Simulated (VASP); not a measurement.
Method: PBEsol GGA, VASP's PBE PAW potentials (set 64) (plane waves; VASP).

Input for VASP

### KPOINTS
```
Automatic
0
Gamma
 5 4 1
```

INCAR:
```
ALGO = Normal
DIPOL = 0.5 0.5 0.5
EDIFF = 1E-5
EDIFFG = -0.03
ENCUT = 400
GGA = PS
IBRION = 2
IDIPOL = 3
ISIF = 2
ISMEAR = 0
LASPH = .True.
LCHARG = .False.
LDIPOL = .True.
LMAXMIX = 4
LREAL = .False.
LWAVE = .True.
NELM = 100
NELMIN = 4
NSW = 50
PREC = Normal
SIGMA = 0.05
SYSTEM = PbS(110) slab
```

POSCAR:
```
PbS(110) slab
1
    4.1714126820     0.0000000000     0.0000000000
    0.0000000000     5.8992687828    -0.0000000000
   -0.0000000000    -0.0000000000    27.4113824302
Pb S
6 6
Direct
  0.0000000000   0.0000000000   0.3097770000
  0.5000000000   0.5000000000   0.3858660000
  0.0000000000   0.0000000000   0.4619550000
  0.5000000000   0.5000000000   0.5380450000
  0.0000000000   0.0000000000   0.6141340000
  0.5000000000   0.5000000000   0.6902230000
  0.5000000000   0.0000000000   0.3858660000
  0.0000000000   0.5000000000   0.3097770000
  0.5000000000   0.0000000000   0.5380450000
  0.0000000000   0.5000000000   0.4619550000
  0.5000000000   0.0000000000   0.6902230000
  0.0000000000   0.5000000000   0.6141340000
```

POTCAR, in this order: Pb_d S (PBE.64 set). Program: vasp_std.

What VASP printed:

OSZICAR:
```
...
       N       E                     dE             d eps       ncg     rms          rms(c)
DAV:   1    -0.554269197745E+02    0.20728E-01   -0.11035E+01  1368   0.967E+00    0.871E-01
DAV:   2    -0.554746457882E+02   -0.47726E-01   -0.52553E-01  1920   0.360E+00    0.293E-01
DAV:   3    -0.554735747746E+02    0.10710E-02   -0.94713E-03  1920   0.508E-01    0.229E-01
DAV:   4    -0.554732269855E+02    0.34779E-03   -0.11772E-03  1744   0.148E-01    0.110E-01
DAV:   5    -0.554730655710E+02    0.16141E-03   -0.65844E-04  1648   0.134E-01    0.519E-02
DAV:   6    -0.554730765519E+02   -0.10981E-04   -0.14698E-04  1552   0.504E-02    0.491E-02
DAV:   7    -0.554730812173E+02   -0.46654E-05   -0.14353E-05   960   0.187E-02
   6 F= -.55473081E+02 E0= -.55473081E+02  d E =-.254416E-01
       N       E                     dE             d eps       ncg     rms          rms(c)
DAV:   1    -0.554517689427E+02    0.21308E-01   -0.70610E+00  1376   0.771E+00    0.696E-01
DAV:   2    -0.554809362246E+02   -0.29167E-01   -0.32336E-01  1920   0.286E+00    0.232E-01
DAV:   3    -0.554802140421E+02    0.72218E-03   -0.58506E-03  1896   0.408E-01    0.180E-01
DAV:   4    -0.554799931653E+02    0.22088E-03   -0.74449E-04  1672   0.118E-01    0.850E-02
DAV:   5    -0.554798908796E+02    0.10229E-03   -0.45448E-04  1672   0.112E-01    0.400E-02
DAV:   6    -0.554799017224E+02   -0.10843E-04   -0.96357E-05  1528   0.410E-02    0.399E-02
DAV:   7    -0.554799063294E+02   -0.46069E-05   -0.79263E-06   856   0.149E-02
   7 F= -.55479906E+02 E0= -.55479906E+02  d E =-.322667E-01
       N       E                     dE             d eps       ncg     rms          rms(c)
DAV:   1    -0.554756228810E+02    0.42788E-02   -0.37011E+00  1464   0.478E+00    0.305E-01
DAV:   2    -0.554861142610E+02   -0.10491E-01   -0.11715E-01  1840   0.159E+00    0.144E-01
DAV:   3    -0.554860146460E+02    0.99615E-04   -0.16950E-03  1768   0.262E-01    0.111E-01
DAV:   4    -0.554859332614E+02    0.81385E-04   -0.22286E-04  1720   0.758E-02    0.701E-02
DAV:   5    -0.554859080679E+02    0.25193E-04   -0.10788E-04  1592   0.592E-02    0.241E-02
DAV:   6    -0.554859103438E+02   -0.22759E-05   -0.25769E-05  1096   0.276E-02
   8 F= -.55485910E+02 E0= -.55485910E+02  d E =-.600401E-02
       N       E                     dE             d eps       ncg     rms          rms(c)
DAV:   1    -0.553667880738E+02    0.11912E+00   -0.33361E+01  1472   0.149E+01    0.934E-01
DAV:   2    -0.554958337372E+02   -0.12905E+00   -0.13745E+00  1856   0.473E+00    0.422E-01
DAV:   3    -0.554954641777E+02    0.36956E-03   -0.15950E-02  1744   0.695E-01    0.338E-01
DAV:   4    -0.554948655016E+02    0.59868E-03   -0.21112E-03  1848   0.216E-01    0.211E-01
DAV:   5    -0.554946882786E+02    0.17722E-03   -0.68306E-04  1824   0.144E-01    0.774E-02
DAV:   6    -0.554946932585E+02   -0.49799E-05   -0.27768E-04  1696   0.889E-02    0.346E-02
DAV:   7    -0.554946885964E+02    0.46621E-05   -0.37886E-05  1344   0.394E-02
   9 F= -.55494689E+02 E0= -.55494689E+02  d E =-.147823E-01
       N       E                     dE             d eps       ncg     rms          rms(c)
DAV:   1    -0.554952499329E+02   -0.55667E-03   -0.11700E+00  1360   0.331E+00    0.244E-01
DAV:   2    -0.554988620391E+02   -0.36121E-02   -0.39475E-02  1904   0.983E-01    0.835E-02
DAV:   3    -0.554988078684E+02    0.54171E-04   -0.68399E-04  1928   0.122E-01    0.802E-02
DAV:   4    -0.554987962832E+02    0.11585E-04   -0.81754E-05  1296   0.308E-02    0.473E-02
DAV:   5    -0.554987926200E+02    0.36631E-05   -0.44227E-05  1128   0.256E-02
  10 F= -.55498793E+02 E0= -.55498793E+02  d E =-.410402E-02
       N       E                     dE             d eps       ncg     rms          rms(c)
DAV:   1    -0.554687144942E+02    0.30082E-01   -0.10451E+01  1368   0.999E+00    0.790E-01
DAV:   2    -0.555097970496E+02   -0.41083E-01   -0.45501E-01  1896   0.375E+00    0.303E-01
DAV:   3    -0.555089139031E+02    0.88315E-03   -0.66470E-03  1920   0.478E-01    0.270E-01
DAV:   4    -0.555087117103E+02    0.20219E-03   -0.81075E-04  1624   0.120E-01    0.171E-01
DAV:   5    -0.555085594895E+02    0.15222E-03   -0.47123E-04  1728   0.125E-01    0.846E-02
DAV:   6    -0.555085646726E+02   -0.51830E-05   -0.21241E-04  1624   0.711E-02    0.174E-02
DAV:   7    -0.555085724481E+02   -0.77756E-05   -0.28292E-05  1160   0.229E-02
  11 F= -.55508572E+02 E0= -.55508572E+02  d E =-.138839E-01
       N       E                     dE             d eps       ncg     rms          rms(c)
DAV:   1    -0.553259349695E+02    0.18263E+00   -0.41730E+01  1360   0.204E+01    0.183E+00
DAV:   2    -0.555215239934E+02   -0.19559E+00   -0.21218E+00  1888   0.755E+00    0.659E-01
DAV:   3    -0.555184072052E+02    0.31168E-02   -0.29691E-02  1904   0.959E-01    0.610E-01
DAV:   4    -0.555176465842E+02    0.76062E-03   -0.33360E-03  1688   0.238E-01    0.408E-01
DAV:   5    -0.555171378990E+02    0.50869E-03   -0.10597E-03  1744   0.177E-01    0.246E-01
DAV:   6    -0.555170013334E+02    0.13657E-03   -0.11582E-03  1696   0.188E-01    0.417E-02
DAV:   7    -0.555170356048E+02   -0.34271E-04   -0.24055E-04  1400   0.575E-02    0.443E-02
DAV:   8    -0.555170410644E+02   -0.54597E-05   -0.89698E-06   968   0.175E-02
  12 F= -.55517041E+02 E0= -.55517041E+02  d E =-.223525E-01
       N       E                     dE             d eps       ncg     rms          rms(c)
DAV:   1    -0.555124176177E+02    0.46180E-02   -0.18899E+00  1328   0.413E+00    0.368E-01
DAV:   2    -0.555191526106E+02   -0.67350E-02   -0.74243E-02  1880   0.132E+00    0.128E-01
DAV:   3    -0.555190081946E+02    0.14442E-03   -0.14559E-03  1896   0.188E-01    0.116E-01
DAV:   4    -0.555189686599E+02    0.39535E-04   -0.18358E-04  1432   0.458E-02    0.694E-02
DAV:   5    -0.555189440385E+02    0.24621E-04   -0.10736E-04  1408   0.442E-02    0.275E-02
DAV:   6    -0.555189517541E+02   -0.77156E-05   -0.38192E-05  1240   0.216E-02
  13 F= -.55518952E+02 E0= -.55518952E+02  d E =-.191069E-02
       N       E                     dE             d eps       ncg     rms          rms(c)
DAV:   1    -0.555113789590E+02    0.75651E-02   -0.25013E+00  1336   0.475E+00    0.430E-01
DAV:   2    -0.555203691774E+02   -0.89902E-02   -0.99597E-02  1872   0.154E+00    0.143E-01
DAV:   3    -0.555201762738E+02    0.19290E-03   -0.19296E-03  1888   0.223E-01    0.130E-01
DAV:   4    -0.555201249002E+02    0.51374E-04   -0.23611E-04  1504   0.529E-02    0.784E-02
DAV:   5    -0.555200872094E+02    0.37691E-04   -0.13148E-04  1472   0.504E-02    0.327E-02
DAV:   6    -0.555200933448E+02   -0.61355E-05   -0.48426E-05  1272   0.244E-02
  14 F= -.55520093E+02 E0= -.55520093E+02  d E =-.305228E-02
       N       E                     dE             d eps       ncg     rms          rms(c)
DAV:   1    -0.555182307218E+02    0.18565E-02   -0.62186E-01  1336   0.237E+00    0.212E-01
DAV:   2    -0.555202982303E+02   -0.20675E-02   -0.22711E-02  1856   0.688E-01    0.641E-02
DAV:   3    -0.555202612144E+02    0.37016E-04   -0.45871E-04  1704   0.961E-02    0.602E-02
DAV:   4    -0.555202508388E+02    0.10376E-04   -0.61038E-05  1360   0.261E-02    0.349E-02
DAV:   5    -0.555202463410E+02    0.44979E-05   -0.28656E-05  1112   0.188E-02
  15 F= -.55520246E+02 E0= -.55520246E+02  d E =-.320528E-02
       N       E                     dE             d eps       ncg     rms          rms(c)
DAV:   1    -0.555196469727E+02    0.60387E-03   -0.21148E-01  1304   0.136E+00    0.170E-01
DAV:   2    -0.555206166309E+02   -0.96966E-03   -0.10749E-02  1832   0.469E-01    0.552E-02
DAV:   3    -0.555205823528E+02    0.34278E-04   -0.24442E-04  1520   0.642E-02    0.500E-02
DAV:   4    -0.555205759778E+02    0.63750E-05   -0.44264E-05  1312   0.236E-02
  16 F= -.55520576E+02 E0= -.55520576E+02  d E =-.329637E-03
```

OUTCAR:
```
------------------------ aborting loop because EDIFF is reached ----------------------------------------
  FORCE on cell =-STRESS in cart. coord.  units (eV):
  Direction    XX          YY          ZZ          XY          YZ          ZX
  --------------------------------------------------------------------------------------
  Total       -1.5155293     -1.2654428      0.1565587      0.0000000      0.0000000      0.0000000
  in kB       -3.5996695     -3.0056667      0.3718565      0.0000000      0.0000000      0.0000000
  external PRESSURE =      -2.0778266 kB  Pullay stress =       0.0000000 kB
  volume of cell :      674.55
      direct lattice vectors                 reciprocal lattice vectors
     4.171412682  0.000000000  0.000000000     0.239726941  0.000000000  0.000000000
     0.000000000  5.899268783  0.000000000     0.000000000  0.169512534  0.000000000
     0.000000000  0.000000000 27.411382430     0.000000000  0.000000000  0.036481195
 POSITION                                       TOTAL-FORCE (eV/Angst)
 -----------------------------------------------------------------------------------
      0.00000      0.00000      8.47059         0.000000      0.000000     -0.001205
      2.08571      2.94963     10.42086         0.000000      0.000000     -0.011777
      0.00000      0.00000     12.70088         0.000000      0.000000     -0.008297
      2.08571      2.94963     14.71051         0.000000      0.000000      0.008297
      0.00000      0.00000     16.99052         0.000000      0.000000      0.011777
      2.08571      2.94963     18.94079         0.000000      0.000000      0.001205
      2.08571      0.00000     10.23425         0.000000      0.000000      0.002517
      0.00000      2.94963      8.63930         0.000000      0.000000     -0.019395
      2.08571      0.00000     14.52305         0.000000      0.000000      0.002343
      0.00000      2.94963     12.88834         0.000000      0.000000     -0.002343
      2.08571      0.00000     18.77208         0.000000      0.000000      0.019395
      0.00000      2.94963     17.17713         0.000000      0.000000     -0.002517
 -----------------------------------------------------------------------------------
    total drift:                               -0.000000      0.000000      0.000000
  FREE ENERGIE OF THE ION-ELECTRON SYSTEM (eV)
  ---------------------------------------------------
  free  energy   TOTEN  =       -55.5205759778 eV

  energy  without entropy=      -55.5205759778  energy(sigma->0) =      -55.52057598

 reached required accuracy - stopping structural energy minimisation
```
(Selected blocks of OUTCAR.)

**CONTCAR**
```
PbS(110) slab
   1.00000000000000
     4.1714126819999997    0.0000000000000000    0.0000000000000000
     0.0000000000000000    5.8992687828000001    0.0000000000000000
     0.0000000000000000    0.0000000000000000   27.4113824301999998
  Pb              S
     6     6
Direct
     0.0000000000000000    0.0000000000000000    0.3090172811101602
     0.5000000000000000    0.5000000000000000    0.3801653594166564
     0.0000000000000000    0.0000000000000000    0.4633431564544093
     0.5000000000000000    0.5000000000000000    0.5366568435455908
     0.0000000000000000    0.0000000000000000    0.6198346405833435
     0.5000000000000000    0.5000000000000000    0.6909827188898398
     0.5000000000000000    0.0000000000000000    0.3733578111689694
     0.0000000000000000    0.5000000000000000    0.3151719046366040
     0.5000000000000000    0.0000000000000000    0.5298181215874578
     0.0000000000000000    0.5000000000000000    0.4701818784125423
     0.5000000000000000    0.0000000000000000    0.6848280953633960
     0.0000000000000000    0.5000000000000000    0.6266421888310307
```

The cell is a thin slab with vacuum, built from PbS (rock salt): (110) face.
